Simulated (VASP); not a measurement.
An input for Ansatz (written as the equivalent of a VASP run, and not itself run):

Ansatz 0.2 input:
```yaml
crystal:
  lattice:
    - [5.1280042, 2.5579027, 2.5579027]
    - [2.5579027, 5.1280042, 2.5579027]
    - [2.5579027, 2.5579027, 5.1280042]
  atoms:
    - { symbol: Mn, position: [0.0000000, 0.0000000, 0.0000000], spin: 4.1 }
    - { symbol: Mn, position: [0.5000000, 0.5000000, 0.5000000], spin: -4.1 }
    - { symbol: S, position: [0.2500000, 0.2500000, 0.2500000] }
    - { symbol: S, position: [0.7500000, 0.7500000, 0.7500000] }
kpoints:
  mp_grid: { grid: [6, 6, 6] }
hamiltonian:
  xc: pbe
  pseudopotentials: { kind: paw }
magnetization: { spin_polarized: true }
scf:
  occupations: { method: gaussian, width: 0.05 }
  max_iter: 100
output: { forces: true, stress: true, eigenvalues: true }
```

Task: Translate this input to VASP (INCAR, KPOINTS, POSCAR, choice of POTCAR).

Result: This is not unique; one that fits is 
**INCAR**
```
! general
SYSTEM  = MnS
PREC    = Accurate
ENCUT   = 520
LREAL   = .False.   ! projection in real space or not
LASPH   = .True.

! electronic loop
EDIFF   = 1E-6   ! SCF stop (eV)
NELM    = 100
ALGO    = Normal   ! blocked Davidson
LMAXMIX = 4

! smearing
ISMEAR  = 0   ! Gaussian
SIGMA   = 0.05   ! width (eV)

! functional
GGA     = PE

! spin
ISPIN   = 2   ! spin-polarised
MAGMOM  = 4.1 -4.1 0.0 0.0

! output
LWAVE   = .True.
LCHARG  = .False.
LORBIT  = 10
```

File POSCAR:
```
MnS
1
    5.1280041581     2.5579027399     2.5579027399
    2.5579027399     5.1280041581     2.5579027399
    2.5579027399     2.5579027399     5.1280041581
Mn S
2 2
Direct
  0.0000000000   0.0000000000   0.0000000000
  0.5000000000   0.5000000000   0.5000000000
  0.2500000000   0.2500000000   0.2500000000
  0.7500000000   0.7500000000   0.7500000000
```

File KPOINTS:
```
Automatic mesh
0
Gamma
6 6 6
0 0 0
```

POTCAR, in this order: Mn_pv S (PBE.64 set). Program: vasp_std.

Limits of the translation: each code has its own PAW files, so the cut-off isn't converted (ENCUT is set for VASP's; basis.ecutwfc is left out, and Ansatz then takes the one that its files recommend); Ansatz stops its SCF on the density residual and VASP on the energy change (EDIFF).

The compound is MnS in the rock salt, AFM-II order structure. It was relaxed first.
